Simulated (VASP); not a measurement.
# CdAg in VASP: work function with PBE

Aim: the work function of CdAg with PBE.

All numbers are computed with VASP 6.6.1; they aren't measurements. Logs are shortened: lines on timing, memory, paths and dates and some standing lists are left out, and cuts for length are marked.

## 1. The sheet as given

The cell holds a sheet with vacuum, 2 atoms: a = 3.906 Å, b = 3.906 Å, c = 23.800 Å, α = 90.00°, β = 90.00°, γ = 90.00°.

The cell was built by a generator and needn't be a form met in nature.

## 2. Work function, PBE

Contents of INCAR:

```
SYSTEM = CdAg
PREC     = Accurate       ! precision mode
ENCUT    = 520            ! plane-wave cutoff, eV
EDIFF    = 1E-7           ! SCF threshold, eV
ISMEAR   = 0              ! smearing method
SIGMA    = 0.05           ! smearing width, eV
LREAL    = .False.        ! projectors in reciprocal space
LASPH    = .True.         ! aspherical terms in the spheres
NELM     = 80             ! most SCF steps
ALGO     = Normal         ! electronic algorithm
ISIF     = 2              ! what is computed and relaxed
LWAVE    = .False.        ! write WAVECAR
LCHARG   = .True.         ! write CHGCAR
LDIPOL   = .True.       
IDIPOL   = 3            
DIPOL    = 0.5 0.5 0.294
GGA      = PE             ! functional
LELF     = .True.         ! ELF
LVHAR    = .True.       
LVACPOTAV= .True.
```

Contents of KPOINTS:

```
Automatic mesh
0
Gamma
  7 7 1
  0 0 0
```

Contents of POSCAR:

```
CdAg
1.0
    3.9055300000      0.0000000000      0.0000000000
    0.0000000000      3.9055300000      0.0000000000
    0.0000000000      0.0000000000     23.8000000000
Cd Ag
1 1
Direct
    0.0000000000      0.0000000000      0.2941200000
    0.5000000000      0.5000000000      0.2941200000
```

Potentials or basis: VASP PAW PBE potentials, release 64 (Cd, Ag).

Launch:

```sh
$ cat potpaw_PBE.64/Cd/POTCAR potpaw_PBE.64/Ag/POTCAR > POTCAR
$ mpirun -np 1 vasp_std > vasp.out
```

OUTCAR:

```text
SYSTEM = CdAg
   PREC = Accurate
   ENCUT = 520
   EDIFF = 1E-7
   ISMEAR = 0
   LREAL = .False.
   LASPH = .True.
   NELM = 80
   ISIF = 2
   GGA = PE

 ion  position               nearest neighbor table
   1  0.000  0.000  0.294-   2 2.76   2 2.76   2 2.76   2 2.76
   2  0.500  0.500  0.294-   1 2.76   1 2.76   1 2.76   1 2.76

  LATTYP: Found a simple tetragonal cell.
 ALAT       =     3.9055300000
 C/A-ratio  =     6.0939232319

  Lattice vectors:

 A1 = (   3.9055300000,   0.0000000000,   0.0000000000)
 A2 = (   0.0000000000,   3.9055300000,   0.0000000000)
 A3 = (   0.0000000000,   0.0000000000,  23.8000000000)

Analysis of symmetry for initial positions (statically):
=====================================================================
 Subroutine PRICEL returns:
 Original cell was already a primitive cell.

 Routine SETGRP: Setting up the symmetry group for a
 simple tetragonal supercell.

 Subroutine GETGRP returns: Found 16 space group operations
 (whereof  8 operations were pure point group operations)
 out of a pool of 16 trial point group operations.

The static configuration has the point symmetry C_4v.
 The point group associated with its full space group is D_4h.

Analysis of symmetry for dynamics (positions and initial velocities):
=====================================================================
 Subroutine PRICEL returns:
 Original cell was already a primitive cell.

 Routine SETGRP: Setting up the symmetry group for a
 simple tetragonal supercell.

 Subroutine GETGRP returns: Found 16 space group operations
 (whereof  8 operations were pure point group operations)
 out of a pool of 16 trial point group operations.

The dynamic configuration has the point symmetry C_4v.
 The point group associated with its full space group is D_4h.

 Subroutine INISYM returns: Found 16 space group operations
 (whereof  8 operations are pure point group operations),
 and found     1 'primitive' translations

----------------------------------------------------------------------------------------

                                     Primitive cell

  volume of cell :     363.0253

  direct lattice vectors                    reciprocal lattice vectors
     3.905530000  0.000000000  0.000000000     0.256047195  0.000000000  0.000000000
     0.000000000  3.905530000  0.000000000     0.000000000  0.256047195  0.000000000
     0.000000000  0.000000000 23.800000000     0.000000000  0.000000000  0.042016807

  length of vectors
     3.905530000  3.905530000 23.800000000     0.256047195  0.256047195  0.042016807

  position of ions in fractional coordinates (direct lattice)
     0.000000000  0.000000000  0.294120000
     0.500000000  0.500000000  0.294120000

  ion indices of the primitive-cell ions
   primitive index   ion index
                 1           1
                 2           2

----------------------------------------------------------------------------------------

 KPOINTS: Automatic mesh

Automatic generation of k-mesh.
 Grid dimensions read from file:
 generate k-points for:    7    7    1

 Generating k-lattice:

  Cartesian coordinates                     Fractional coordinates (reciprocal lattice)
     0.036578171  0.000000000  0.000000000     0.142857143  0.000000000  0.000000000
     0.000000000  0.036578171  0.000000000     0.000000000  0.142857143  0.000000000
     0.000000000  0.000000000  0.042016807     0.000000000  0.000000000  1.000000000

  Length of vectors
     0.036578171  0.036578171  0.042016807

  Shift w.r.t. Gamma in fractional coordinates (k-lattice)
     0.000000000  0.000000000  0.000000000

 Subroutine IBZKPT returns following result:
 ===========================================

 Found     10 irreducible k-points:

 Following reciprocal coordinates:
            Coordinates               Weight
  0.000000  0.000000  0.000000      1.000000
  0.142857  0.000000  0.000000      4.000000
  0.285714  0.000000  0.000000      4.000000
  0.428571  0.000000  0.000000      4.000000
  0.142857  0.142857  0.000000      4.000000
  0.285714  0.142857  0.000000      8.000000
  0.428571  0.142857  0.000000      8.000000
  0.285714  0.285714  0.000000      4.000000
  0.428571  0.285714  0.000000      8.000000
  0.428571  0.428571  0.000000      4.000000
   k-points           NKPTS =     10   k-points in BZ     NKDIM =     10   number of bands    NBANDS=     15
   number of dos      NEDOS =    301   number of ions     NIONS =      2
   total plane-waves  NPLWV = 162000
   dimension x,y,z NGX =    30 NGY =   30 NGZ =  180
   dimension x,y,z NGXF=    60 NGYF=   60 NGZF=  360
   ions per type =               1   1
   NGX,Y,Z   is equivalent  to a cutoff of  12.77, 12.77, 12.57 a.u.
   NGXF,Y,Z  is equivalent  to a cutoff of  25.54, 25.54, 25.15 a.u.
 SYSTEM =  CdAg
   PREC   = accura    normal or accurate (medium, high low for compatibility)
   ISTART =      0    job   : 0-new  1-cont  2-samecut
   ICHARG =      2    charge: 1-file 2-atom 10-const
   ISPIN  =      1    spin polarized calculation?
   LNONCOLLINEAR =      F non collinear calculations
   LSORBIT =      F    spin-orbit coupling
   LASPH  =      T    aspherical Exc in radial PAW
   ENCUT  =  520.0 eV  38.22 Ry    6.18 a.u.   7.26  7.26 44.25*2*pi/ulx,y,z
   NELM   =     80;   NELMIN=  2; NELMDL= -5     # of ELM steps
   EDIFF  = 0.1E-06   stopping-criterion for ELM
   LREAL  =      F    real-space projection
   EDIFFG = 0.1E-05   stopping-criterion for IOM
   NSW    =      0    number of steps for IOM
   IBRION =     -1    ionic relax: 0-MD 1-quasi-New 2-CG
   NFREE  =      0    steps in history (QN), initial steepest desc. (CG)
   ISIF   =      2    stress and relaxation
   ISYM   =      2    0-nonsym 1-usesym 2-fastsym
   POTIM  = 0.5000    time-step for ionic-motion
   TEBEG  =    0.0;   TEEND  =   0.0 temperature during run
   PSTRESS=    0.0 pullay stress
   NELECT =      23.0000    total number of electrons
   NUPDOWN=      -1.0000    fix difference up-down
   EMIN   =  10.00;   EMAX   =-10.00  energy-range for DOS
   EFERMI =   0.00;   METHOD = LEGACY
   ISMEAR =     0;   SIGMA  =   0.05  broadening in eV -4-tet -1-fermi 0-gaus
   EFERMI_NEDOS =   21; number of points for ismear=-14 and -15
   IALGO  =     38    algorithm
   IMIX   =      4    mixing-type and parameters
     AMIX     =   0.40;   BMIX     =  1.00
     AMIX_MAG =   1.60;   BMIX_MAG =  1.00
  volume/ion in A,a.u.               =     181.51      1224.91
  Fermi-wavevector in a.u.,A,eV,Ry     =   0.652637  1.233305  5.795201  0.425935
  Thomas-Fermi vector in A             =   1.722621
   LORBIT       =      0    0 simple, 1 ext, 2 COOP (PROOUT), +10 PAW based schemes
   GGA     = PE    functional components
   LHFCALC =     F    Hartree Fock is set to
   AEXX    =    0.0000 exact exchange contribution
   IVDW    =     0    specifies the selected vdW correction
   LEPSILON=     F    determine dielectric tensor
   LRPA    =     F    only Hartree local field effects (RPA)
 non-spin polarized calculation
 Gauss-broadening in eV      SIGMA  =   0.05
  energy-cutoff  :      520.00
  volume of cell :      363.03
 maximum number of plane-waves:      9800
 NGX is ok and might be reduce to    30
   NGX = 15   NGY = 15   NGZ = 89

 dipolmoment           0.000000      0.000000      0.000000 electrons x Angstroem

 number of electron      23.0000016 magnetization

 dipolmoment           0.000000      0.000000     -0.000000 electrons x Angstroem

 Free energy of the ion-electron system (eV)
  ---------------------------------------------------
  ext. energy  EPLUGINS =         0.00000000
  ---------------------------------------------------
  free energy    TOTEN  =        -2.58828034 eV

  energy without entropy =       -2.58708255  energy(sigma->0) =       -2.58768144

 E-fermi :  -2.5660     XC(G=0):  -1.8866

 val. band max:       -2.6066365247   @ k =   0.4286   0.4286   0.0000
 cond. band min:      -2.4450978770   @ k =   0.2857   0.0000   0.0000
 fundamental gap:      0.1615386477
 Fermi energy:        -2.5660218259

 k-point     1 :       0.0000    0.0000    0.0000
  band No.  band energies     occupation
      1     -11.7074      2.00000
      2     -11.6235      2.00000
      3     -11.6129      2.00000
      4     -11.3242      2.00000
      5     -11.3242      2.00000
      6      -8.5760      2.00000
      7      -7.0742      2.00000
      8      -6.8839      2.00000
      9      -6.8839      2.00000
     10      -6.6047      2.00000
     11      -6.5717      2.00000
     12      -2.7083      1.99994
     13       0.5753      0.00000
     14       1.0460      0.00000
     15       1.1598      0.00000

 k-point     2 :       0.1429    0.0000    0.0000
  band No.  band energies     occupation
      1     -11.6616      2.00000
      2     -11.5866      2.00000
      3     -11.5508      2.00000
      4     -11.3349      2.00000
      5     -11.3176      2.00000
      6      -8.4028      2.00000
      7      -7.0965      2.00000
      8      -6.9503      2.00000
      9      -6.8932      2.00000
     10      -6.7523      2.00000
     11      -6.5910      2.00000
     12      -2.4217      0.00004
     13      -0.1456      0.00000
     14       0.7725      0.00000
     15       1.2519      0.00000
[... 113 lines left out ...]
      3     -11.4000      2.00000
      4     -11.3671      2.00000
      5     -11.2137      2.00000
      6      -7.8810      2.00000
      7      -7.1006      2.00000
      8      -7.0586      2.00000
      9      -6.9549      2.00000
     10      -6.8663      2.00000
     11      -5.0653      2.00000
     12      -3.3519      2.00000
     13       0.0957      0.00000
     14       0.3034      0.00000
     15       1.7572      0.00000

 k-point    10 :       0.4286    0.4286    0.0000
  band No.  band energies     occupation
      1     -11.6922      2.00000
      2     -11.4273      2.00000
      3     -11.4131      2.00000
      4     -11.4071      2.00000
      5     -11.1535      2.00000
      6      -8.0277      2.00000
      7      -6.9920      2.00000
      8      -6.9677      2.00000
      9      -6.8885      2.00000
     10      -6.8011      2.00000
     11      -3.8988      2.00000
     12      -2.6066      1.74934
     13      -1.5615      0.00000
     14      -0.2170      0.00000
     15       1.0511      0.00000

------------------------ aborting loop because EDIFF is reached ----------------------------------------

 vacuum level on the upper side and lower side of the slab       (xc-potential included)        -0.095        -0.095

  FORCE on cell =-STRESS in cart. coord.  units (eV):
  Direction    XX          YY          ZZ          XY          YZ          ZX
  --------------------------------------------------------------------------------------
  -------------------------------------------------------------------------------------
  Total       -0.2588055     -0.2588055     -0.0105362      0.0000000      0.0000000      0.0000000
  in kB       -1.1422131     -1.1422131     -0.0465006      0.0000000      0.0000000      0.0000000
  external PRESSURE =      -0.7769756 kB  Pullay stress =       0.0000000 kB

 VOLUME and BASIS-vectors are now :
 -----------------------------------------------------------------------------
  energy-cutoff  :      520.00
  volume of cell :      363.03
      direct lattice vectors                 reciprocal lattice vectors
     3.905530000  0.000000000  0.000000000     0.256047195  0.000000000  0.000000000
     0.000000000  3.905530000  0.000000000     0.000000000  0.256047195  0.000000000
     0.000000000  0.000000000 23.800000000     0.000000000  0.000000000  0.042016807

 POSITION                                       TOTAL-FORCE (eV/Angst)
 -----------------------------------------------------------------------------------
      0.00000      0.00000      7.00006         0.000000      0.000000     -0.000000
      1.95277      1.95277      7.00006        -0.000000      0.000000      0.000000
 -----------------------------------------------------------------------------------
    total drift:                                0.000000      0.000000     -0.000107

  FREE ENERGIE OF THE ION-ELECTRON SYSTEM (eV)
  ---------------------------------------------------
  free  energy   TOTEN  =        -2.5882803412 eV

  energy  without entropy=       -2.5870825463  energy(sigma->0) =       -2.58768144

 vacuum level on the upper side and lower side of the slab         0.974         0.974
```

Run time: 2.1 min. Hardware: 1 thread of Intel Xeon Platinum 8488C (Sapphire Rapids), shared host; peak memory 0.43 GiB.

What came out:

| Property | Result |
| --- | --- |
| Free energy | -2.5883 eV |
| Band gap on the k mesh | none (metal or under the smearing width) |
| Work function of the upper face | 3.54 eV |
| Work function of the lower face | 3.54 eV |

## 3. The reference run

An earlier run on the cell as given: functional PBE; potentials or basis VASP PAW PBE potentials, release 64 (Cd, Ag); cutoff 520 eV; k mesh 7 × 7 × 1; occupations fermi-dirac, width 0.05 eV; no spin polarisation.

- Band gap on the k mesh: none (metal or under the smearing width)
